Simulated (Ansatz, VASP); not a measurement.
**Two plane-wave programs on ZnPb2N2**

File INCAR:

```
SYSTEM = ZnPb2N2
PREC = Accurate
ENCUT = 520
EDIFF = 1E-7
ISMEAR = -1
SIGMA = 0.05
LREAL = .False.
LASPH = .True.
NELM = 60
ALGO = Normal
ISIF = 2
LWAVE = .False.
LCHARG = .False.
GGA = PE
NBANDS = 33
```

The input KPOINTS:

```
regular mesh
0
Gamma
  8 8 3
  0 0 0
```

File POSCAR:

```
ZnPb2N2
1.0
    3.7219894896      0.0000000000      0.0000000000
   -1.8609947448      3.2233374506      0.0000000000
    0.0000000000      0.0000000000      9.3891070717
Pb Zn N
2 1 2
Direct
    0.3333333333      0.6666666667      0.8130670000
    0.6666666667      0.3333333333      0.1869330000
    0.0000000000      0.0000000000      0.5000000000
    0.0000000000      0.0000000000      0.3016810000
    0.0000000000      0.0000000000      0.6983190000
```

File input.yaml:

```yaml
crystal:
  lattice:
    - [3.7219894896, 0.0, 0.0]
    - [-1.8609947448, 3.2233374506, 0.0]
    - [0.0, 0.0, 9.3891070717]
  atoms:
    - { symbol: Pb, position: [0.3333333333, 0.6666666667, 0.813067] }
    - { symbol: Pb, position: [0.6666666667, 0.3333333333, 0.186933] }
    - { symbol: Zn, position: [0.0, 0.0, 0.5] }
    - { symbol: "N", position: [0.0, 0.0, 0.301681] }
    - { symbol: "N", position: [0.0, 0.0, 0.698319] }
hamiltonian:
  xc: pbe
  pseudopotentials: { kind: paw }
kpoints:
  mp_grid: { grid: [8, 8, 3] }
scf:
  occupations: { method: fermi_dirac, width: 0.05 }
output:
  forces: true
  stress: true
  eigenvalues: true
```

Change from the starting cell: volume scaled by 1.04.

Alike in both runs: task single point; functional PBE; k mesh 8 × 8 × 3; occupations fermi-dirac, width 0.05 eV; no spin polarisation.

|  | VASP | Ansatz |
| --- | --- | --- |
| version | VASP 6.6.1 | Ansatz 0.2.0 |
| potentials or method | VASP PAW PBE potentials, release 64 (Pb_d, Zn, N) | Ansatz PAW |
| plane-wave cutoff (eV) | 520 | 420 |
| valence electrons in the cell | 50 | 50 |

|  | VASP | Ansatz | Ansatz less VASP |
| --- | --- | --- | --- |
| gap on the k mesh at the Fermi level (eV) | 0.62 | 0.64 | +0.013 |
| least direct gap on the mesh (eV) | 1.24 | 1.24 | +0.008 |
| pressure (GPa) | -2.6 | -2.7 | -0.18 |
| largest component of the traceless stress (GPa) | 1.04 | 1.42 | +0.377 |
| rms of the force components (eV/Å) | 0.125 | 0.144 | +0.0192 |

Atom by atom the forces differ by 0.034 eV/Å (rms over components).

Caveats: spin-orbit coupling is left out, which as a rule narrows the gap of such compounds by several tenths of an eV; an odd mesh through Γ misses points on the zone boundary, where band edges often lie (VASP); odd divisions of the mesh miss points on the zone boundary, where band edges often lie, so the gap on the mesh can be too wide (Ansatz).
